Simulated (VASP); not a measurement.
# Tl3Te2 (Pm-3m) in VASP: relaxation of cell and atoms with PBE

Aim: the relaxation of cell and atoms of Tl3Te2 with PBE.

Program: VASP 6.6.1. These are calculated values, not measurements. Logs are shortened: lines on timing, memory, paths and dates and some standing lists are left out, and cuts for length are marked.

## 1. The cell of the first run

The structure is cubic, space group Pm-3m (No. 221). Conventional cell: a = 5.876 Å, b = 5.876 Å, c = 5.876 Å, α = 90.00°, β = 90.00°, γ = 90.00°. Tl (site symmetry 4/mmm) is surrounded by 2 Te at 2.94 Å. Around Te (site symmetry m-3m) lie 12 Tl at 4.15 Å. Around Te (site symmetry m-3m) lie 6 Tl at 2.94 Å.

The cell was built by a generator and needn't be a form met in nature.

## 2. Relaxation of cell and atoms, PBE (random cell by space group and Wyckoff sites (Pm-3m, No. 221))

INCAR

```
PREC = Accurate
ENCUT = 600
EDIFF = 1E-7
ISMEAR = 0
SIGMA = 0.1
LREAL = False
LASPH = True
NELM = 100
ALGO = Fast
ISIF = 3
LWAVE = False
LCHARG = False
GGA = PE
IBRION = 2
NSW = 90
EDIFFG = -0.04
```

KPOINTS

```
Automatic mesh
0
Gamma
  4 4 4
```

POSCAR

```
Tl3Te2
1.0
    5.8758299800      0.0000000000      0.0000000000
    0.0000000000      5.8758299800      0.0000000000
    0.0000000000      0.0000000000      5.8758299800
Tl Te
3 2
Direct
    0.5000000000      0.0000000000      0.0000000000
    0.0000000000      0.5000000000      0.0000000000
    0.0000000000      0.0000000000      0.5000000000
    0.5000000000      0.5000000000      0.5000000000
    0.0000000000      0.0000000000      0.0000000000
```

Potentials or basis: VASP PAW PBE potentials, release 64 (Tl_d, Te).

Command:

```sh
$ cat potpaw_PBE.64/Tl_d/POTCAR potpaw_PBE.64/Te/POTCAR > POTCAR
$ mpirun -np 1 vasp_std > vasp.out
```

OUTCAR:

```text
PREC = Accurate
   ENCUT = 600
   EDIFF = 1E-7
   ISMEAR = 0
   LREAL = False
   LASPH = True
   NELM = 100
   ISIF = 3
   GGA = PE
   IBRION = 2
   NSW = 90
   EDIFFG = -0.04

 ion  position               nearest neighbor table
   1  0.500  0.000  0.000-   5 2.94   5 2.94
   2  0.000  0.500  0.000-   5 2.94   5 2.94
   3  0.000  0.000  0.500-   5 2.94   5 2.94
   4  0.500  0.500  0.500-
   5  0.000  0.000  0.000-   1 2.94   2 2.94   3 2.94   3 2.94   2 2.94   1 2.94

  LATTYP: Found a simple cubic cell.
 ALAT       =     5.8758299800

  Lattice vectors:

 A1 = (   5.8758299800,   0.0000000000,   0.0000000000)
 A2 = (   0.0000000000,   5.8758299800,   0.0000000000)
 A3 = (   0.0000000000,   0.0000000000,   5.8758299800)

Analysis of symmetry for initial positions (statically):
=====================================================================
 Subroutine PRICEL returns:
 Original cell was already a primitive cell.

 Routine SETGRP: Setting up the symmetry group for a
 simple cubic supercell.

 Subroutine GETGRP returns: Found 48 space group operations
 (whereof 48 operations were pure point group operations)
 out of a pool of 48 trial point group operations.

The static configuration has the point symmetry O_h .

Analysis of symmetry for dynamics (positions and initial velocities):
=====================================================================
 Subroutine PRICEL returns:
 Original cell was already a primitive cell.

 Routine SETGRP: Setting up the symmetry group for a
 simple cubic supercell.

 Subroutine GETGRP returns: Found 48 space group operations
 (whereof 48 operations were pure point group operations)
 out of a pool of 48 trial point group operations.

The dynamic configuration has the point symmetry O_h .

 Subroutine INISYM returns: Found 48 space group operations
 (whereof 48 operations are pure point group operations),
 and found     1 'primitive' translations

----------------------------------------------------------------------------------------

                                     Primitive cell

  volume of cell :     202.8653

  direct lattice vectors                    reciprocal lattice vectors
     5.875829980  0.000000000  0.000000000     0.170188723  0.000000000  0.000000000
     0.000000000  5.875829980  0.000000000     0.000000000  0.170188723  0.000000000
     0.000000000  0.000000000  5.875829980     0.000000000  0.000000000  0.170188723

  length of vectors
     5.875829980  5.875829980  5.875829980     0.170188723  0.170188723  0.170188723

  position of ions in fractional coordinates (direct lattice)
     0.500000000  0.000000000  0.000000000
     0.000000000  0.500000000  0.000000000
     0.000000000  0.000000000  0.500000000
     0.500000000  0.500000000  0.500000000
     0.000000000  0.000000000  0.000000000

  ion indices of the primitive-cell ions
   primitive index   ion index
                 1           1
                 2           2
                 3           3
                 4           4
                 5           5

----------------------------------------------------------------------------------------

 KPOINTS: Automatic mesh

Automatic generation of k-mesh.
 Grid dimensions read from file:
 generate k-points for:    4    4    4

 Generating k-lattice:

  Cartesian coordinates                     Fractional coordinates (reciprocal lattice)
     0.042547181  0.000000000  0.000000000     0.250000000  0.000000000  0.000000000
     0.000000000  0.042547181  0.000000000     0.000000000  0.250000000  0.000000000
     0.000000000  0.000000000  0.042547181     0.000000000  0.000000000  0.250000000

  Length of vectors
     0.042547181  0.042547181  0.042547181

  Shift w.r.t. Gamma in fractional coordinates (k-lattice)
     0.000000000  0.000000000  0.000000000

 Subroutine IBZKPT returns following result:
 ===========================================

 Found     10 irreducible k-points:

 Following reciprocal coordinates:
            Coordinates               Weight
  0.000000  0.000000  0.000000      1.000000
  0.250000  0.000000  0.000000      6.000000
  0.500000  0.000000  0.000000      3.000000
  0.250000  0.250000  0.000000     12.000000
  0.500000  0.250000  0.000000     12.000000
  0.500000  0.500000  0.000000      3.000000
  0.250000  0.250000  0.250000      8.000000
  0.500000  0.250000  0.250000     12.000000
  0.500000  0.500000  0.250000      6.000000
  0.500000  0.500000  0.500000      1.000000
   k-points           NKPTS =     10   k-points in BZ     NKDIM =     10   number of bands    NBANDS=     30
   number of dos      NEDOS =    301   number of ions     NIONS =      5
   total plane-waves  NPLWV = 110592
   dimension x,y,z NGX =    48 NGY =   48 NGZ =   48
   dimension x,y,z NGXF=    96 NGYF=   96 NGZF=   96
   ions per type =               3   2
   NGX,Y,Z   is equivalent  to a cutoff of  13.58, 13.58, 13.58 a.u.
   NGXF,Y,Z  is equivalent  to a cutoff of  27.16, 27.16, 27.16 a.u.
 SYSTEM =  unknown system
   PREC   = accura    normal or accurate (medium, high low for compatibility)
   ISTART =      0    job   : 0-new  1-cont  2-samecut
   ICHARG =      2    charge: 1-file 2-atom 10-const
   ISPIN  =      1    spin polarized calculation?
   LNONCOLLINEAR =      F non collinear calculations
   LSORBIT =      F    spin-orbit coupling
   LASPH  =      T    aspherical Exc in radial PAW
   ENCUT  =  600.0 eV  44.10 Ry    6.64 a.u.  11.74 11.74 11.74*2*pi/ulx,y,z
   NELM   =    100;   NELMIN=  2; NELMDL= -5     # of ELM steps
   EDIFF  = 0.1E-06   stopping-criterion for ELM
   LREAL  =      F    real-space projection
   EDIFFG = -.4E-01   stopping-criterion for IOM
   NSW    =     90    number of steps for IOM
   IBRION =      2    ionic relax: 0-MD 1-quasi-New 2-CG
   NFREE  =      1    steps in history (QN), initial steepest desc. (CG)
   ISIF   =      3    stress and relaxation
   ISYM   =      2    0-nonsym 1-usesym 2-fastsym
   POTIM  = 0.5000    time-step for ionic-motion
   TEBEG  =    0.0;   TEEND  =   0.0 temperature during run
   PSTRESS=    0.0 pullay stress
   NELECT =      51.0000    total number of electrons
   NUPDOWN=      -1.0000    fix difference up-down
   EMIN   =  10.00;   EMAX   =-10.00  energy-range for DOS
   EFERMI =   0.00;   METHOD = LEGACY
   ISMEAR =     0;   SIGMA  =   0.10  broadening in eV -4-tet -1-fermi 0-gaus
   EFERMI_NEDOS =   21; number of points for ismear=-14 and -15
   IALGO  =     68    algorithm
   IMIX   =      4    mixing-type and parameters
     AMIX     =   0.40;   BMIX     =  1.00
     AMIX_MAG =   1.60;   BMIX_MAG =  1.00
  volume/ion in A,a.u.               =      40.57       273.80
  Fermi-wavevector in a.u.,A,eV,Ry     =   1.033227  1.952516 14.525004  1.067558
  Thomas-Fermi vector in A             =   2.167463
   LORBIT       =      0    0 simple, 1 ext, 2 COOP (PROOUT), +10 PAW based schemes
   GGA     = PE    functional components
   LHFCALC =     F    Hartree Fock is set to
   AEXX    =    0.0000 exact exchange contribution
   IVDW    =     0    specifies the selected vdW correction
   LEPSILON=     F    determine dielectric tensor
   LRPA    =     F    only Hartree local field effects (RPA)
 conjugate gradient relaxation of ions
 non-spin polarized calculation
 RMM-DIIS sequential band-by-band and
 Gauss-broadening in eV      SIGMA  =   0.10
  energy-cutoff  :      600.00
  volume of cell :      202.87
 maximum number of plane-waves:      6816
 NGX is ok and might be reduce to    48
   NGX = 23   NGY = 23   NGZ = 23

--------------------------------------- Ionic step        1  -------------------------------------------

 number of electron      50.9999983 magnetization

 Free energy of the ion-electron system (eV)
  ---------------------------------------------------
  ext. energy  EPLUGINS =         0.00000000
  ---------------------------------------------------
  free energy    TOTEN  =       -12.19042240 eV

  energy without entropy =      -12.16623575  energy(sigma->0) =      -12.17832908

------------------------ aborting loop because EDIFF is reached ----------------------------------------

  FORCE on cell =-STRESS in cart. coord.  units (eV):
  Direction    XX          YY          ZZ          XY          YZ          ZX
  --------------------------------------------------------------------------------------
  -------------------------------------------------------------------------------------
  Total        2.0968084      2.0968084      2.0968084     -0.0000000     -0.0000000      0.0000000
  in kB       16.5600509     16.5600509     16.5600509     -0.0000000     -0.0000000      0.0000000
  external PRESSURE =      16.5600509 kB  Pullay stress =       0.0000000 kB
[... 63 lines left out ...]
  energy  without entropy=      -12.2387638746  energy(sigma->0) =      -12.25284913

--------------------------------------- Ionic step        3  -------------------------------------------

 number of electron      51.0000012 magnetization

 Free energy of the ion-electron system (eV)
  ---------------------------------------------------
  ext. energy  EPLUGINS =         0.00000000
  ---------------------------------------------------
  free energy    TOTEN  =       -12.27418630 eV

  energy without entropy =      -12.24307952  energy(sigma->0) =      -12.25863291

 E-fermi :   2.9367     XC(G=0):  -7.9513

 val. band max:        2.8685398143   @ k =   0.5000   0.0000   0.0000
 cond. band min:       2.9401818986   @ k =   0.5000   0.2500   0.0000
 fundamental gap:      0.0716420844
 Fermi energy:         2.9367497644

 k-point     1 :       0.0000    0.0000    0.0000
  band No.  band energies     occupation
      1     -10.0669      2.00000
      2      -8.6363      2.00000
      3      -8.6363      2.00000
      4      -8.6363      2.00000
      5      -8.6130      2.00000
      6      -8.6130      2.00000
[... 351 lines left out ...]
  FREE ENERGIE OF THE ION-ELECTRON SYSTEM (eV)
  ---------------------------------------------------
  free  energy   TOTEN  =       -12.2741862985 eV

  energy  without entropy=      -12.2430795248  energy(sigma->0) =      -12.25863291

 reached required accuracy - stopping structural energy minimisation
```

Wall time 2.2 min (1 thread of Intel Xeon Platinum 8488C (Sapphire Rapids), shared host); peak memory 0.36 GiB.

What came out:

* Free energy: -12.2742 eV
* Relaxed volume: 44.13 Å³/atom
* Relaxed cell: a = 6.043 Å, b = 6.043 Å, c = 6.043 Å, α = 90.00°, β = 90.00°, γ = 90.00°
* Space group after relaxing (to 0.05 Å): Pm-3m (No. 221)
* Energy gained by relaxing: 16.8 meV/atom
* Ionic steps: 3
* Pressure after relaxing: 0.1 GPa
* Band gap on the k mesh: none (metal or under the smearing width)

Step by step:
```tsv
step	energy change (eV)	largest force (eV/Å)	pressure (GPa)	volume (Å³)
1	0.0000	0.0000	1.66	202.87
2	-0.0765	0.0000	0.38	215.43
3	-0.0838	0.0000	0.09	220.63
```

Final structure:
```
Tl Te
1.0
     6.04256    0.00000    0.00000
     0.00000    6.04256    0.00000
     0.00000    0.00000    6.04256
Tl Te
3 2
Cartesian
  3.0213 0.0000 0.0000
  0.0000 3.0213 0.0000
  0.0000 0.0000 3.0213
  3.0213 3.0213 3.0213
  0.0000 0.0000 0.0000
```

Levels at points of the mesh, in eV from the Fermi level:
```tsv
k point	band 23	band 24	band 25	band 26	band 27	band 28
(0.00, 0.00, 0.00)	-3.96	-0.62	-0.62	-0.62	2.78	2.78
(0.50, 0.00, 0.00)	-0.68	-0.68	-0.20	-0.07	1.85	2.06
(0.50, 0.50, 0.00)	-0.76	-0.39	0.02	0.08	0.08	1.52
(0.50, 0.50, 0.50)	-1.59	0.20	0.20	0.20	1.94	1.94
```
